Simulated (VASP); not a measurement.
# CsK15Br16 (a cell with a defect) in VASP: electric field gradients with PBE

Aim: the electric field gradients of CsK15Br16 (a cell with a defect) with PBE.

All numbers are computed with VASP 6.6.1; they aren't measurements. Logs are shortened: lines on timing, memory, paths and dates and some standing lists are left out, and cuts for length are marked.

## 1. The structure

The cell holds a defect, 32 atoms: a = 11.437 Å, b = 11.437 Å, c = 11.437 Å, α = 60.00°, β = 60.00°, γ = 60.00°.

## 2. Electric field gradients, PBE

INCAR reads:

```
ALGO = Fast ; EDIFF = 1E-8
ENCUT = 520 ; GGA = PE
ISIF = 2 ; ISMEAR = -1
LASPH = T ; LCHARG = F
LEFG = T ; LREAL = Auto
LWAVE = F ; NBANDS = 150
NELM = 100 ; PREC = Accurate
SIGMA = 0.01
```

KPOINTS reads:

```
k-points
0
Gamma
  2 2 2
```

POSCAR reads:

```
CsK15Br16
1.0
    0.0000000000      8.0869980000      8.0869980000
    8.0869980000      0.0000000000      8.0869980000
    8.0869980000      8.0869980000      0.0000000000
Cs K Br
1 15 16
Direct
    0.0000000000      0.0000000000      0.0000000000
    0.5000000000      0.0000000000      0.0000000000
    0.0000000000      0.5000000000      0.0000000000
    0.0000000000      0.0000000000      0.5000000000
    0.2500000000      0.2500000000      0.2500000000
    0.5000000000      0.5000000000      0.0000000000
    0.5000000000      0.0000000000      0.5000000000
    0.7500000000      0.2500000000      0.2500000000
    0.0000000000      0.5000000000      0.5000000000
    0.2500000000      0.7500000000      0.2500000000
    0.2500000000      0.2500000000      0.7500000000
    0.5000000000      0.5000000000      0.5000000000
    0.7500000000      0.7500000000      0.2500000000
    0.7500000000      0.2500000000      0.7500000000
    0.2500000000      0.7500000000      0.7500000000
    0.7500000000      0.7500000000      0.7500000000
    0.1250000000      0.1250000000      0.1250000000
    0.6250000000      0.1250000000      0.1250000000
    0.1250000000      0.6250000000      0.1250000000
    0.1250000000      0.1250000000      0.6250000000
    0.3750000000      0.3750000000      0.3750000000
    0.6250000000      0.6250000000      0.1250000000
    0.6250000000      0.1250000000      0.6250000000
    0.8750000000      0.3750000000      0.3750000000
    0.1250000000      0.6250000000      0.6250000000
    0.3750000000      0.8750000000      0.3750000000
    0.3750000000      0.3750000000      0.8750000000
    0.6250000000      0.6250000000      0.6250000000
    0.8750000000      0.8750000000      0.3750000000
    0.8750000000      0.3750000000      0.8750000000
    0.3750000000      0.8750000000      0.8750000000
    0.8750000000      0.8750000000      0.8750000000
```

Potentials or basis: VASP PAW PBE potentials, release 64 (Cs_sv, K_sv, Br).

Command:

```console
> cat potpaw_PBE.64/Cs_sv/POTCAR potpaw_PBE.64/K_sv/POTCAR potpaw_PBE.64/Br/POTCAR > POTCAR
> mpirun -np 1 vasp_std > vasp.out
```

OUTCAR:

```text
EDIFF = 1E-8
   ENCUT = 520
   GGA = PE
   ISIF = 2
   ISMEAR = -1
   LASPH = T
   LREAL = Auto
   NELM = 100
   PREC = Accurate

 ion  position               nearest neighbor table
   1  0.000  0.000  0.000-
   2  0.500  0.000  0.000-
   3  0.000  0.500  0.000-
   4  0.000  0.000  0.500-
   5  0.250  0.250  0.250-
   6  0.500  0.500  0.000-
[... 24 lines left out ...]
  31  0.375  0.875  0.875-
  32  0.875  0.875  0.875-

  LATTYP: Found a face centered cubic cell.
 ALAT       =    16.1739960000

  Lattice vectors:

 A1 = (   0.0000000000,   8.0869980000,   8.0869980000)
 A2 = (   8.0869980000,   0.0000000000,   8.0869980000)
 A3 = (   8.0869980000,   8.0869980000,   0.0000000000)

Analysis of symmetry for initial positions (statically):
=====================================================================
 Subroutine PRICEL returns:
 Original cell was already a primitive cell.

 Routine SETGRP: Setting up the symmetry group for a
 face centered cubic supercell.

 Subroutine GETGRP returns: Found 48 space group operations
 (whereof 48 operations were pure point group operations)
 out of a pool of 48 trial point group operations.

The static configuration has the point symmetry O_h .

Analysis of symmetry for dynamics (positions and initial velocities):
=====================================================================
 Subroutine PRICEL returns:
 Original cell was already a primitive cell.

 Routine SETGRP: Setting up the symmetry group for a
 face centered cubic supercell.

 Subroutine GETGRP returns: Found 48 space group operations
 (whereof 48 operations were pure point group operations)
 out of a pool of 48 trial point group operations.

The dynamic configuration has the point symmetry O_h .

 Subroutine INISYM returns: Found 48 space group operations
 (whereof 48 operations are pure point group operations),
 and found     1 'primitive' translations

----------------------------------------------------------------------------------------

                                     Primitive cell

  volume of cell :    1057.7718

  direct lattice vectors                    reciprocal lattice vectors
     0.000000000  8.086998000  8.086998000    -0.061827640  0.061827640  0.061827640
     8.086998000  0.000000000  8.086998000     0.061827640 -0.061827640  0.061827640
     8.086998000  8.086998000  0.000000000     0.061827640  0.061827640 -0.061827640

  length of vectors
    11.436742250 11.436742250 11.436742250     0.107088614  0.107088614  0.107088614

  position of ions in fractional coordinates (direct lattice)
     0.000000000  0.000000000  0.000000000
     0.500000000  0.000000000  0.000000000
     0.000000000  0.500000000  0.000000000
     0.000000000  0.000000000  0.500000000
     0.250000000  0.250000000  0.250000000
     0.500000000  0.500000000  0.000000000
[... 24 lines left out ...]
     0.375000000  0.875000000  0.875000000
     0.875000000  0.875000000  0.875000000

  ion indices of the primitive-cell ions
   primitive index   ion index
                 1           1
                 2           2
                 3           3
                 4           4
                 5           5
                 6           6
[... 24 lines left out ...]
                31          31
                32          32

----------------------------------------------------------------------------------------

 KPOINTS: k-points

Automatic generation of k-mesh.
 Grid dimensions read from file:
 generate k-points for:    2    2    2

 Generating k-lattice:

  Cartesian coordinates                     Fractional coordinates (reciprocal lattice)
    -0.030913820  0.030913820  0.030913820     0.500000000  0.000000000  0.000000000
[... 40 lines left out ...]
   NSW    =      0    number of steps for IOM
   IBRION =     -1    ionic relax: 0-MD 1-quasi-New 2-CG
   NFREE  =      0    steps in history (QN), initial steepest desc. (CG)
   ISIF   =      2    stress and relaxation
   ISYM   =      2    0-nonsym 1-usesym 2-fastsym
   POTIM  = 0.5000    time-step for ionic-motion
   TEBEG  =    0.0;   TEEND  =   0.0 temperature during run
   PSTRESS=    0.0 pullay stress
   NELECT =     256.0000    total number of electrons
   NUPDOWN=      -1.0000    fix difference up-down
   EMIN   =  10.00;   EMAX   =-10.00  energy-range for DOS
   EFERMI =   0.00;   METHOD = LEGACY
   ISMEAR =    -1;   SIGMA  =   0.01  broadening in eV -4-tet -1-fermi 0-gaus
   EFERMI_NEDOS =   21; number of points for ismear=-14 and -15
   IALGO  =     68    algorithm
   IMIX   =      4    mixing-type and parameters
     AMIX     =   0.40;   BMIX     =  1.00
     AMIX_MAG =   1.60;   BMIX_MAG =  1.00
  volume/ion in A,a.u.               =      33.06       223.07
  Fermi-wavevector in a.u.,A,eV,Ry     =   1.020213  1.927923 14.161412  1.040834
  Thomas-Fermi vector in A             =   2.153770
   LORBIT       =      0    0 simple, 1 ext, 2 COOP (PROOUT), +10 PAW based schemes
   GGA     = PE    functional components
   LHFCALC =     F    Hartree Fock is set to
   AEXX    =    0.0000 exact exchange contribution
   IVDW    =     0    specifies the selected vdW correction
   LEPSILON=     F    determine dielectric tensor
   LRPA    =     F    only Hartree local field effects (RPA)
 non-spin polarized calculation
 RMM-DIIS sequential band-by-band and
  energy-cutoff  :      520.00
  volume of cell :     1057.77
 maximum number of plane-waves:     28571
 NGX is ok and might be reduce to    90
   NGX = 43   NGY = 43   NGZ = 43

 number of electron     255.9999998 magnetization

 Free energy of the ion-electron system (eV)
  ---------------------------------------------------
  ext. energy  EPLUGINS =         0.00000000
  ---------------------------------------------------
  free energy    TOTEN  =       -96.93535362 eV

  energy without entropy =      -96.93535362  energy(sigma->0) =      -96.93535362

 E-fermi :  -0.3283     XC(G=0):  -7.8909

 val. band max:       -0.6690279538   @ k =   0.0000   0.0000   0.0000
 cond. band min:       3.2527807388   @ k =   0.0000   0.0000   0.0000
 fundamental gap:      3.9218086926
 Fermi energy:        -0.3282578393

 k-point     1 :       0.0000    0.0000    0.0000
  band No.  band energies     occupation
      1     -29.3463      2.00000
      2     -29.3418      2.00000
      3     -29.3418      2.00000
      4     -29.3408      2.00000
      5     -29.3408      2.00000
      6     -29.3408      2.00000
[... 418 lines left out ...]
    139       5.5627      0.00000
    140       5.5826      0.00000
 [bands above 140 left out]

------------------------ aborting loop because EDIFF is reached ----------------------------------------

  FORCE on cell =-STRESS in cart. coord.  units (eV):
  Direction    XX          YY          ZZ          XY          YZ          ZX
  --------------------------------------------------------------------------------------
  -------------------------------------------------------------------------------------
  Total        1.9765351      1.9765351      1.9765351     -0.0000000     -0.0000000      0.0000000
  in kB        2.9938022      2.9938022      2.9938022     -0.0000000     -0.0000000      0.0000000
  external PRESSURE =       2.9938022 kB  Pullay stress =       0.0000000 kB

 VOLUME and BASIS-vectors are now :
 -----------------------------------------------------------------------------
  energy-cutoff  :      520.00
  volume of cell :     1057.77
      direct lattice vectors                 reciprocal lattice vectors
     0.000000000  8.086998000  8.086998000    -0.061827640  0.061827640  0.061827640
     8.086998000  0.000000000  8.086998000     0.061827640 -0.061827640  0.061827640
     8.086998000  8.086998000  0.000000000     0.061827640  0.061827640 -0.061827640

 POSITION                                       TOTAL-FORCE (eV/Angst)
 -----------------------------------------------------------------------------------
      0.00000      0.00000      0.00000         0.000000     -0.000000      0.000000
      0.00000      4.04350      4.04350         0.000000     -0.000000      0.000000
      4.04350      0.00000      4.04350         0.000000     -0.000000      0.000000
      4.04350      4.04350      0.00000         0.000000     -0.000000      0.000000
      4.04350      4.04350      4.04350         0.000000     -0.000000      0.000000
      4.04350      4.04350      8.08700         0.000000     -0.000000      0.000000
[... 24 lines left out ...]
     14.15225     10.10875     10.10875        -0.137781      0.137781      0.137781
     14.15225     14.15225     14.15225        -0.137781     -0.137781     -0.137781
 -----------------------------------------------------------------------------------
    total drift:                                0.000000      0.000000      0.000000

  FREE ENERGIE OF THE ION-ELECTRON SYSTEM (eV)
  ---------------------------------------------------
  free  energy   TOTEN  =       -96.9353536177 eV

  energy  without entropy=      -96.9353536177  energy(sigma->0) =      -96.93535362

 Electric field gradients (V/A^2)
---------------------------------------------------------------------
 ion       V_xx      V_yy      V_zz      V_xy      V_xz      V_yz
---------------------------------------------------------------------
   1      -0.000    -0.000     0.000     0.000     0.000     0.000
   2      -0.193     0.097     0.097    -0.000    -0.000     0.105
   3       0.097    -0.193     0.097    -0.000     0.105    -0.000
   4       0.097     0.097    -0.193     0.105    -0.000    -0.000
   5       0.000     0.000    -0.000    -0.000    -0.000    -0.000
   6       0.097     0.097    -0.193    -0.106    -0.000    -0.000
[... 24 lines left out ...]
  31      -0.000     0.000     0.000     9.489     9.489    -9.488
  32       0.000     0.000     0.000    -9.488    -9.488    -9.488
---------------------------------------------------------------------

 Electric field gradients after diagonalization (V/A^2)
 (convention: |V_zz| > |V_xx| > |V_yy|)
----------------------------------------------------------------------
 ion       V_xx      V_yy      V_zz     asymmetry (V_yy - V_xx)/ V_zz
----------------------------------------------------------------------
   1      -0.000    -0.000     0.001       0.000
   2      -0.193    -0.008     0.202       0.917
   3      -0.193    -0.008     0.202       0.917
   4      -0.193    -0.008     0.202       0.917
   5       0.000     0.000    -0.001       0.000
   6      -0.193    -0.009     0.202       0.911
[... 24 lines left out ...]
  31       9.489     9.488   -18.976       0.000
  32       9.488     9.488   -18.975       0.000
----------------------------------------------------------------------

           NMR quadrupolar parameters

 Cq : quadrupolar parameter    Cq=e*Q*V_zz/h
 eta: asymmetry parameters     (V_yy - V_xx)/ V_zz
 Q  : nuclear electric quadrupole moment in mb (millibarn)
----------------------------------------------------------------------
 ion       Cq(MHz)       eta       Q (mb)
----------------------------------------------------------------------
   1       0.000       0.000       1.000
   2       0.000       0.917       1.000
   3       0.000       0.917       1.000
   4       0.000       0.917       1.000
   5      -0.000       0.000       1.000
   6       0.000       0.911       1.000
[... 24 lines left out ...]
  31      -0.046       0.000       1.000
  32      -0.046       0.000       1.000
----------------------------------------------------------------------
```

It took 25 min on 1 thread of Intel Xeon 6975P-C (Granite Rapids), shared host; peak memory 1.6 GiB.

Results:

| Quantity | Value |
| --- | --- |
| Free energy | -96.9354 eV |
| Pressure | 0.3 GPa |
| Largest force | 0.239 eV/Å |
| Band gap on the k mesh | 3.92 eV, direct |

Forces in eV/Å, atoms in the order of the input:
```
Cs   0.000  0.000  0.000
K    0.000  0.000  0.000
K    0.000  0.000  0.000
K    0.000  0.000  0.000
K    0.000  0.000  0.000
K    0.000  0.000  0.000
K    0.000  0.000  0.000
K    0.024  0.000  0.000
K    0.000  0.000  0.000
K    0.000  0.024  0.000
K    0.000  0.000  0.024
K    0.000  0.000  0.000
K    0.000  0.000 -0.024
K    0.000 -0.024  0.000
K   -0.024  0.000  0.000
K    0.000  0.000  0.000
Br   0.138  0.138  0.138
Br   0.138 -0.138 -0.138
Br  -0.138  0.138 -0.138
Br  -0.138 -0.138  0.138
Br   0.003  0.003  0.003
Br   0.003  0.003 -0.003
Br   0.003 -0.003  0.003
Br   0.003 -0.003 -0.003
Br  -0.003  0.003  0.003
Br  -0.003  0.003 -0.003
Br  -0.003 -0.003  0.003
Br  -0.003 -0.003 -0.003
Br   0.138  0.138 -0.138
Br   0.138 -0.138  0.138
Br  -0.138  0.138  0.138
Br  -0.138 -0.138 -0.138
```

Electric field gradients, principal values (V/Å²):
```tsv
atom	Vxx	Vyy	Vzz
1 Cs	0.000	0.000	0.001
2 K	-0.008	-0.193	0.202
3 K	-0.008	-0.193	0.202
4 K	-0.008	-0.193	0.202
5 K	0.000	0.000	-0.001
6 K	-0.009	-0.193	0.202
7 K	-0.009	-0.193	0.202
8 K	-0.277	-0.278	0.555
9 K	-0.009	-0.193	0.202
10 K	-0.277	-0.278	0.555
11 K	-0.277	-0.278	0.555
12 K	0.000	0.000	-0.001
13 K	-0.277	-0.278	0.555
14 K	-0.277	-0.278	0.555
15 K	-0.277	-0.278	0.555
16 K	0.000	0.000	-0.001
17 Br	9.488	9.488	-18.975
18 Br	9.488	9.489	-18.976
19 Br	9.488	9.489	-18.976
20 Br	9.488	9.489	-18.976
21 Br	0.333	0.333	-0.665
22 Br	0.333	0.334	-0.666
23 Br	0.333	0.334	-0.666
24 Br	0.333	0.334	-0.666
25 Br	0.333	0.334	-0.666
26 Br	0.333	0.334	-0.666
27 Br	0.333	0.334	-0.666
28 Br	0.333	0.333	-0.665
29 Br	9.488	9.489	-18.976
30 Br	9.488	9.489	-18.976
31 Br	9.488	9.489	-18.976
32 Br	9.488	9.488	-18.975
```

Caveat: spin-orbit coupling is left out, which moves the levels of the heavy elements.
